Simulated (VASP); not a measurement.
PbTe (rock salt):

```xyz
2
Lattice="0.0000 3.2300 3.2300 3.2300 0.0000 3.2300 3.2300 3.2300 0.0000" Properties=species:S:1:pos:R:3 pbc="T T T"
Te     3.2300     3.2300     3.2300
Pb     0.0000     0.0000     0.0000
```

The highest filled band near L, direction along the valley's axis, from mBJ (TB09) with spin-orbit coupling in VASP (PAW); its two spin partners are averaged. The gap over the points computed is 0.28 eV, and the next band on that side lies 0.90 eV away at the edge.

Numerical set-up: 400 eV cut-off, 8×8×8 Γ-centred mesh, Gaussian smearing of 0.050 eV, potentials Te Pb_d.

| distance from the edge in k (1/Å) | distance in energy (meV) |
|---|---|
| 0.025 | 5.2 |
| 0.035 | 10.1 |
| 0.050 | 19.9 |
| 0.070 | 37.0 |

Q: Fit E(1 + αE) = ħ²k²/2m* (ħ²/2m0 = 3.810 eV Å²) and predict the row at 0.095 1/Å.

A: Least squares on the energies gives the hole mass m* = 0.448 m0 and α = 3.42 per eV, and so 63.1 meV. The run gave 63.2 meV, +0.1 meV from the fit.

Left out are points under 3 meV from the edge, since the levels carry 0.1 meV, and points farther than half the way to the next band.

The compound is PbTe in the rock salt structure. The cell was not relaxed at this level.
